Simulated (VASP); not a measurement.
An input for Quantum ESPRESSO's pw.x (written as the equivalent of a VASP run, and not itself run):

```
&CONTROL
  calculation = 'vc-relax'
  pseudo_dir = './pseudo'
  outdir = './out'
  tprnfor = .true.
  tstress = .true.
  nstep = 60
  forc_conv_thr = 0.00078
/
&SYSTEM
  ibrav = 0
  nat = 4
  ntyp = 1
  ecutwfc = 80
  occupations = 'smearing'
  smearing = 'methfessel-paxton'
  degauss = 0.00735
  input_dft = 'pbesol'
/
&ELECTRONS
  conv_thr = 7.3e-08
  electron_maxstep = 100
/
&IONS
/
&CELL
/
ATOMIC_SPECIES
  Sb 121.760 Sb.upf
CELL_PARAMETERS angstrom
     5.2260090    0.0000000   -0.0000000
    -2.6130045    4.5258565    0.0000000
     0.0000000    0.0000000    6.2432131
ATOMIC_POSITIONS crystal
  Sb   0.3333330  0.6666670  0.0202005
  Sb   0.6666670  0.3333330  0.5202005
  Sb   0.6666670  0.3333330  0.9797995
  Sb   0.3333330  0.6666670  0.4797995
K_POINTS automatic
  6 6 5 0 0 0
```

Problem. Translate this input to VASP (INCAR, KPOINTS, POSCAR, choice of POTCAR).

Solution. One answer among several that fit: 
KPOINTS:
```
Automatic
0
G
  6 6 5
```

**INCAR**
```
# general
SYSTEM  = Sb
PREC    = Accurate
ENCUT   = 400   # plane-wave cut-off (eV)
LREAL   = .FALSE.
LASPH   = .TRUE.   # aspherical one-centre terms

# electronic loop
EDIFF   = 1E-6
NELM    = 100
ALGO    = Normal
LMAXMIX = 4   # l cut-off of mixed one-centre charges

# smearing
ISMEAR  = 1   # Methfessel-Paxton
SIGMA   = 0.1   # width (eV)

# functional
GGA     = PS   # PBEsol

# ions
IBRION  = 2
NSW     = 60   # most ionic steps
ISIF    = 3   # ions, shape and volume
EDIFFG  = -0.02

# output
LWAVE   = .FALSE.
LCHARG  = .FALSE.
```

### POSCAR
```
Sb
1.0
  5.2260089584   0.0000000000   0.0000000000
 -2.6130044792   4.5258565406   0.0000000000
  0.0000000000   0.0000000000   6.2432131297
Sb
4
direct
  0.3333330000   0.6666670000   0.0202005114
  0.6666670000   0.3333330000   0.5202005114
  0.6666670000   0.3333330000   0.9797994886
  0.3333330000   0.6666670000   0.4797994886
```

POTCAR, in this order: Sb (PBE.64 set). Program: vasp_std.

What does not carry over: the potentials are each code's own (VASP's PAW set, PseudoDojo norm-conserving files in pw.x), so ENCUT and ecutwfc are chosen apart and not converted; conv_thr bounds pw.x's estimated SCF error, while EDIFF bounds the energy change between steps; forc_conv_thr acts on force components and is met together with etot_conv_thr.

The structure was generated: Sb was put into the lonsdaleite type (P6_3/mmc), which need not be its known phase. This run relaxes it. Symmetry was kept, so distortions that lower it aren't found. The start is the result of an earlier pass.
